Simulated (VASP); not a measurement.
# SbMo (F-43m) in VASP: a series of runs

The runs below take SbMo through single point, with PBEsol, LDA.

Everything below comes from runs of VASP 6.6.1. Logs are shortened: lines on timing, memory, paths and dates and some standing lists are left out, and cuts for length are marked.

## (1) The structure

Symmetry: F-43m, No. 216, cubic system. Conventional cell: a = 6.130 Å, b = 6.130 Å, c = 6.130 Å, α = 90.00°, β = 90.00°, γ = 90.00°. Mo (site symmetry -43m) has 4 Sb at 2.65 Å as nearest neighbours. Sb (site symmetry -43m) has 4 Mo at 2.65 Å as nearest neighbours.

The cell comes from a database or a generator and needn't be the stable form of this composition.

## (2) Single point, PBEsol (functional pbesol, volume scaled by 0.96)

File INCAR:

```
SYSTEM = SbMo
  ALGO = Normal
  EDIFF = 1E-6
  ENCUT = 520
  GGA = PS
  ISIF = 2
  ISMEAR = -1
  LASPH = .True.
  LCHARG = .False.
  LREAL = .False.
  LWAVE = .False.
  NBANDS = 16
  NELM = 100
  PREC = Accurate
  SIGMA = 0.08
```

File KPOINTS:

```
k-points
0
Gamma
  10 10 10
  0 0 0
```

File POSCAR:

```
SbMo
1.0
    0.0000000000      3.0235239954      3.0235239954
    3.0235239954      0.0000000000      3.0235239954
    3.0235239954      3.0235239954      0.0000000000
Mo Sb
1 1
Direct
    0.0000000000      0.0000000000      0.0000000000
    0.2500000000      0.2500000000      0.2500000000
```

Potentials or basis: VASP PAW PBE potentials, release 64 (Mo_sv, Sb).

Launch:

```console
$ cat potpaw_PBE.64/Mo_sv/POTCAR potpaw_PBE.64/Sb/POTCAR > POTCAR
$ mpirun -np 1 vasp_std > vasp.out
```

OUTCAR:

```text
SYSTEM = SbMo
   EDIFF = 1E-6
   ENCUT = 520
   GGA = PS
   ISIF = 2
   ISMEAR = -1
   LASPH = .True.
   LREAL = .False.
   NELM = 100
   PREC = Accurate

 ion  position               nearest neighbor table
   1  0.000  0.000  0.000-   2 2.62   2 2.62   2 2.62   2 2.62
   2  0.250  0.250  0.250-   1 2.62   1 2.62   1 2.62   1 2.62

  LATTYP: Found a face centered cubic cell.
 ALAT       =     6.0470479908

  Lattice vectors:

 A1 = (   0.0000000000,   3.0235239954,   3.0235239954)
 A2 = (   3.0235239954,   0.0000000000,   3.0235239954)
 A3 = (   3.0235239954,   3.0235239954,   0.0000000000)

Analysis of symmetry for initial positions (statically):
=====================================================================
 Subroutine PRICEL returns:
 Original cell was already a primitive cell.

 Routine SETGRP: Setting up the symmetry group for a
 face centered cubic supercell.

 Subroutine GETGRP returns: Found 24 space group operations
 (whereof 24 operations were pure point group operations)
 out of a pool of 48 trial point group operations.

The static configuration has the point symmetry T_d .

Analysis of symmetry for dynamics (positions and initial velocities):
=====================================================================
 Subroutine PRICEL returns:
 Original cell was already a primitive cell.

 Routine SETGRP: Setting up the symmetry group for a
 face centered cubic supercell.

 Subroutine GETGRP returns: Found 24 space group operations
 (whereof 24 operations were pure point group operations)
 out of a pool of 48 trial point group operations.

The dynamic configuration has the point symmetry T_d .

 Subroutine INISYM returns: Found 24 space group operations
 (whereof 24 operations are pure point group operations),
 and found     1 'primitive' translations

----------------------------------------------------------------------------------------

                                     Primitive cell

  volume of cell :      55.2803

  direct lattice vectors                    reciprocal lattice vectors
     0.000000000  3.023523995  3.023523995    -0.165369946  0.165369946  0.165369946
     3.023523995  0.000000000  3.023523995     0.165369946 -0.165369946  0.165369946
     3.023523995  3.023523995  0.000000000     0.165369946  0.165369946 -0.165369946

  length of vectors
     4.275908640  4.275908640  4.275908640     0.286429149  0.286429149  0.286429149

  position of ions in fractional coordinates (direct lattice)
     0.000000000  0.000000000  0.000000000
     0.250000000  0.250000000  0.250000000

  ion indices of the primitive-cell ions
   primitive index   ion index
                 1           1
                 2           2

----------------------------------------------------------------------------------------

 KPOINTS: k-points

Automatic generation of k-mesh.
 Grid dimensions read from file:
 generate k-points for:   10   10   10

 Generating k-lattice:

  Cartesian coordinates                     Fractional coordinates (reciprocal lattice)
    -0.016536995  0.016536995  0.016536995     0.100000000  0.000000000  0.000000000
     0.016536995 -0.016536995  0.016536995     0.000000000  0.100000000  0.000000000
     0.016536995  0.016536995 -0.016536995     0.000000000  0.000000000  0.100000000

  Length of vectors
     0.028642915  0.028642915  0.028642915

  Shift w.r.t. Gamma in fractional coordinates (k-lattice)
     0.000000000  0.000000000  0.000000000

 Subroutine IBZKPT returns following result:
 ===========================================

 Found     47 irreducible k-points:

 Following reciprocal coordinates:
            Coordinates               Weight
  0.000000  0.000000  0.000000      1.000000
  0.100000  0.000000  0.000000      8.000000
  0.200000  0.000000  0.000000      8.000000
  0.300000  0.000000  0.000000      8.000000
  0.400000  0.000000  0.000000      8.000000
  0.500000  0.000000  0.000000      4.000000
[... 16 lines left out ...]
  0.300000  0.300000  0.000000      6.000000
  0.400000  0.300000  0.000000     24.000000
 [... further k-points ...]
   k-points           NKPTS =     47   k-points in BZ     NKDIM =     47   number of bands    NBANDS=     16
   number of dos      NEDOS =    301   number of ions     NIONS =      2
   total plane-waves  NPLWV =  32768
   dimension x,y,z NGX =    32 NGY =   32 NGZ =   32
   dimension x,y,z NGXF=    64 NGYF=   64 NGZF=   64
   ions per type =               1   1
   NGX,Y,Z   is equivalent  to a cutoff of  12.44, 12.44, 12.44 a.u.
   NGXF,Y,Z  is equivalent  to a cutoff of  24.88, 24.88, 24.88 a.u.
 SYSTEM =  SbMo
   PREC   = accura    normal or accurate (medium, high low for compatibility)
   ISTART =      0    job   : 0-new  1-cont  2-samecut
   ICHARG =      2    charge: 1-file 2-atom 10-const
   ISPIN  =      1    spin polarized calculation?
   LNONCOLLINEAR =      F non collinear calculations
   LSORBIT =      F    spin-orbit coupling
   LASPH  =      T    aspherical Exc in radial PAW
   ENCUT  =  520.0 eV  38.22 Ry    6.18 a.u.   7.95  7.95  7.95*2*pi/ulx,y,z
   NELM   =    100;   NELMIN=  2; NELMDL= -5     # of ELM steps
   EDIFF  = 0.1E-05   stopping-criterion for ELM
   LREAL  =      F    real-space projection
   EDIFFG = 0.1E-04   stopping-criterion for IOM
   NSW    =      0    number of steps for IOM
   IBRION =     -1    ionic relax: 0-MD 1-quasi-New 2-CG
   NFREE  =      0    steps in history (QN), initial steepest desc. (CG)
   ISIF   =      2    stress and relaxation
   ISYM   =      2    0-nonsym 1-usesym 2-fastsym
   POTIM  = 0.5000    time-step for ionic-motion
   TEBEG  =    0.0;   TEEND  =   0.0 temperature during run
   PSTRESS=    0.0 pullay stress
   NELECT =      19.0000    total number of electrons
   NUPDOWN=      -1.0000    fix difference up-down
   EMIN   =  10.00;   EMAX   =-10.00  energy-range for DOS
   EFERMI =   0.00;   METHOD = LEGACY
   ISMEAR =    -1;   SIGMA  =   0.08  broadening in eV -4-tet -1-fermi 0-gaus
   EFERMI_NEDOS =   21; number of points for ismear=-14 and -15
   IALGO  =     38    algorithm
   IMIX   =      4    mixing-type and parameters
     AMIX     =   0.40;   BMIX     =  1.00
     AMIX_MAG =   1.60;   BMIX_MAG =  1.00
  volume/ion in A,a.u.               =      27.64       186.52
  Fermi-wavevector in a.u.,A,eV,Ry     =   1.146751  2.167046 17.892189  1.315039
  Thomas-Fermi vector in A             =   2.283434
   LORBIT       =      0    0 simple, 1 ext, 2 COOP (PROOUT), +10 PAW based schemes
   GGA     = PS    functional components
   LHFCALC =     F    Hartree Fock is set to
   AEXX    =    0.0000 exact exchange contribution
   IVDW    =     0    specifies the selected vdW correction
   LEPSILON=     F    determine dielectric tensor
   LRPA    =     F    only Hartree local field effects (RPA)
 non-spin polarized calculation
  energy-cutoff  :      520.00
  volume of cell :       55.28
 maximum number of plane-waves:      1524
   NGX = 15   NGY = 15   NGZ = 15

 number of electron      18.9999997 magnetization

 Free energy of the ion-electron system (eV)
  ---------------------------------------------------
  ext. energy  EPLUGINS =         0.00000000
  ---------------------------------------------------
  free energy    TOTEN  =       -13.64871656 eV

  energy without entropy =      -13.53972162  energy(sigma->0) =      -13.59421909

 E-fermi :   6.0752     XC(G=0):  -9.9885

 val. band max:        6.0700307860   @ k =  -0.4000   0.3000   0.1000
 cond. band min:       6.0836505089   @ k =  -0.4000   0.2000   0.1000
 fundamental gap:      0.0136197230
 Fermi energy:         6.0752039440

 k-point     1 :       0.0000    0.0000    0.0000
  band No.  band energies     occupation
      1     -54.3801      2.00000
      2     -28.5393      2.00000
      3     -28.5393      2.00000
      4     -28.5393      2.00000
      5      -4.1067      2.00000
      6       3.3660      2.00000
[... 8 lines left out ...]
     15      13.2394      0.00000
     16      13.2394      0.00000

 k-point     2 :       0.1000    0.0000    0.0000
  band No.  band energies     occupation
      1     -54.3800      2.00000
      2     -28.5421      2.00000
      3     -28.5397      2.00000
      4     -28.5397      2.00000
      5      -4.0195      2.00000
      6       3.2359      2.00000
[... 8 lines left out ...]
     15      13.2865      0.00000
     16      13.4491      0.00000

 k-point     3 :       0.2000    0.0000    0.0000
  band No.  band energies     occupation
      1     -54.3796      2.00000
      2     -28.5495      2.00000
      3     -28.5409      2.00000
      4     -28.5409      2.00000
      5      -3.7793      2.00000
      6       2.9369      2.00000
[... 8 lines left out ...]
     15      13.3186      0.00000
     16      13.8961      0.00000

 k-point     4 :       0.3000    0.0000    0.0000
  band No.  band energies     occupation
      1     -54.3791      2.00000
      2     -28.5587      2.00000
      3     -28.5424      2.00000
      4     -28.5424      2.00000
      5      -3.4535      2.00000
      6       2.6324      2.00000
[... 8 lines left out ...]
     15      13.8839      0.00000
     16      14.3049      0.00000
[... 324 lines left out ...]
 k-point    22 :      -0.2000    0.2000    0.0000
  band No.  band energies     occupation
      1     -54.3789      2.00000
      2     -28.5582      2.00000
      3     -28.5470      2.00000
      4     -28.5424      2.00000
      5      -3.3411      2.00000
      6       2.6960      2.00000
[... 8 lines left out ...]
     15      12.9293      0.00000
     16      14.4563      0.00000

 k-point    23 :       0.3000    0.3000    0.0000
  band No.  band energies     occupation
      1     -54.3787      2.00000
      2     -28.5590      2.00000
      3     -28.5465      2.00000
      4     -28.5465      2.00000
      5      -3.2267      2.00000
      6       2.3494      2.00000
[... 8 lines left out ...]
     15      12.8037      0.00000
     16      16.1032      0.00000

 k-point    24 :       0.4000    0.3000    0.0000
  band No.  band energies     occupation
      1     -54.3784      2.00000
      2     -28.5634      2.00000
      3     -28.5484      2.00000
      4     -28.5478      2.00000
      5      -2.9912      2.00000
      6       2.2384      2.00000
[... 8 lines left out ...]
     15      12.9380      0.00000
     16      16.0177      0.00000

 [... further k-points ...]

------------------------ aborting loop because EDIFF is reached ----------------------------------------

  FORCE on cell =-STRESS in cart. coord.  units (eV):
  Direction    XX          YY          ZZ          XY          YZ          ZX
  --------------------------------------------------------------------------------------
  -------------------------------------------------------------------------------------
  Total        0.0392679      0.0392679      0.0392679      0.0000000      0.0000000      0.0000000
  in kB        1.1380944      1.1380944      1.1380944      0.0000000      0.0000000      0.0000000
  external PRESSURE =       1.1380944 kB  Pullay stress =       0.0000000 kB

 VOLUME and BASIS-vectors are now :
 -----------------------------------------------------------------------------
  energy-cutoff  :      520.00
  volume of cell :       55.28
      direct lattice vectors                 reciprocal lattice vectors
     0.000000000  3.023523995  3.023523995    -0.165369946  0.165369946  0.165369946
     3.023523995  0.000000000  3.023523995     0.165369946 -0.165369946  0.165369946
     3.023523995  3.023523995  0.000000000     0.165369946  0.165369946 -0.165369946

 POSITION                                       TOTAL-FORCE (eV/Angst)
 -----------------------------------------------------------------------------------
      0.00000      0.00000      0.00000         0.000000      0.000000      0.000000
      1.51176      1.51176      1.51176        -0.000000     -0.000000     -0.000000
 -----------------------------------------------------------------------------------
    total drift:                               -0.000000     -0.000000     -0.000000

  FREE ENERGIE OF THE ION-ELECTRON SYSTEM (eV)
  ---------------------------------------------------
  free  energy   TOTEN  =       -13.6487165566 eV

  energy  without entropy=      -13.5397216160  energy(sigma->0) =      -13.59421909
```

Run time: 15 s. Hardware: 1 thread of Intel Xeon 6975P-C (Granite Rapids), shared host; peak memory 0.2 GiB.

Results:

| Quantity | Value |
| --- | --- |
| Free energy | -13.6487 eV |
| Pressure | 0.1 GPa |
| Band gap on the k mesh | none (metal or under the smearing width) |

Caveat: the PAW data sets were made with another functional, which shifts forces and pressure a little. Spin-orbit coupling is left out, which matters for the levels of Sb.

## (3) Single point, LDA

File INCAR:

```
SYSTEM = SbMo
ALGO = Normal
EDIFF = 1E-7
ENCUT = 520
GGA = CA
ISIF = 2
ISMEAR = -1
LASPH = .True.
LCHARG = .False.
LREAL = .False.
LWAVE = .False.
NBANDS = 16
NELM = 100
PREC = Accurate
SIGMA = 0.08
```

KPOINTS is that of step 2.

File POSCAR:

```
SbMo
1.0
    0.0000000000      3.0649472798      3.0649472798
    3.0649472798      0.0000000000      3.0649472798
    3.0649472798      3.0649472798      0.0000000000
Mo Sb
1 1
Direct
    0.0000000000      0.0000000000      0.0000000000
    0.2500000000      0.2500000000      0.2500000000
```

Potentials or basis: VASP PAW LDA potentials, release 64 (Mo_sv, Sb).

Launch:

```console
$ cat potpaw_LDA.64/Mo_sv/POTCAR potpaw_LDA.64/Sb/POTCAR > POTCAR
$ mpirun -np 1 vasp_std > vasp.out
```

It took 15 s on 1 thread of Intel Xeon 6975P-C (Granite Rapids), shared host; peak memory 0.17 GiB.

The run converged. Its results:

```
Free energy            : -14.2099 eV
Pressure               : -4.8 GPa
Band gap on the k mesh : none (metal or under the smearing width)
```

Levels at points of the mesh, in eV from the Fermi level:
```csv
k point,band 7,band 8,band 9,band 10,band 11,band 12
"(0.00, 0.00, 0.00)",-2.61,-2.61,-0.15,-0.15,3.56,5.38
"(0.50, 0.00, 0.00)",-2.30,-2.30,0.04,0.04,0.25,3.11
"(0.50, 0.50, 0.00)",-1.50,-1.50,-0.72,0.21,0.43,0.99
```

Spin-orbit coupling is left out, which matters for the levels of Sb.
